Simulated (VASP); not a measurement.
Method: LDA (Ceperley-Alder, Perdew-Zunger), VASP's LDA PAW potentials (set 64) (plane waves; VASP).

A VASP calculation is set up with these files.

### KPOINTS
```
Automatic mesh
0
Gamma
10 10 10
0 0 0
```

File POSCAR:
```
CaO
3.3035140
  0.0000000000   0.7071068351   0.7071068351
  0.7071068351   0.0000000000   0.7071068351
  0.7071068351   0.7071068351   0.0000000000
Ca O
1 1
direct
  0.0000000000   0.0000000000   0.0000000000
  0.5000000000   0.5000000000   0.5000000000
```

### INCAR
```
LCHARG=.FALSE.
ISMEAR=0
LREAL=.FALSE.   ! projection in real space or not
SYSTEM=CaO
SIGMA=0.05   ! width (eV)
EDIFF=1E-7   ! SCF stop (eV)
PREC=Accurate
LWAVE=.FALSE.
NELM=100
ISIF=2   ! forces and stress, cell fixed
ALGO=Normal   ! blocked Davidson
LASPH=.TRUE.   ! aspherical one-centre terms
ENCUT=520   ! plane-wave cut-off (eV)
```

POTCAR, in this order: Ca_sv O (LDA.64 set). Program: vasp_std.

Task: What will the output report for the number of irreducible k-points (NKPTS), largest plane-wave count, number of space-group operations, FFT grid (NGX, NGY, NGZ)?

Result: 
| Quantity | Value |
|---|---|
| number of irreducible k-points (NKPTS) | 47 |
| largest plane-wave count | 701 |
| number of space-group operations | 48 |
| FFT grid (NGX, NGY, NGZ) | 28 × 28 × 28 |

The compound is CaO in the rock salt structure. This cell is one point of a volume scan, at 0.97 of the reference volume.
